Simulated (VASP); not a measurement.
Here is the system:

```xyz
2
Lattice="0.0000 2.6674 2.6674 2.6674 0.0000 2.6674 2.6674 2.6674 0.0000" Properties=species:S:1:pos:R:3 pbc="T T T"
Ni     0.0000     0.0000     0.0000
P      1.3337     1.3337     1.3337
```
Starting moments (μB, in the order of the record's atoms Ni P): 2.0 0.0.

All values below come from r2SCAN meta-GGA, VASP's PBE PAW potentials (set 64) (plane waves; VASP). Settings: 400 eV cut-off, 11×11×11 Γ-centred mesh, first-order Methfessel-Paxton smearing of 0.10 eV, potentials Ni P.

Energy and stress use the plane-wave basis of the starting cell.

### Question
The ions, cell shape and volume are relaxed. Give the cell that the relaxation ends in.

### Answer

```xyz
2
Lattice="0.0000 2.4970 2.4970 2.4970 0.0000 2.4970 2.4970 2.4970 0.0000" Properties=species:S:1:pos:R:3 pbc="T T T"
Ni     0.0000     0.0000     0.0000
P      1.2485     1.2485     1.2485
```
Space group F-43m (216), at a tolerance of 0.03 Å. The cell ends with 0.00 μB, on the sites 0.00 0.00 μB.

### Question
How do energy and volume change from the first to the last step?

### Answer
The energy (σ→0) changes by -208.7 meV/atom and the volume by -18.0 %, in 6 ionic steps.

The structure was generated: NiP was put into the zinc blende type (F-43m), which need not be its known phase. This run relaxes it. Symmetry was kept, so distortions that lower it aren't found.
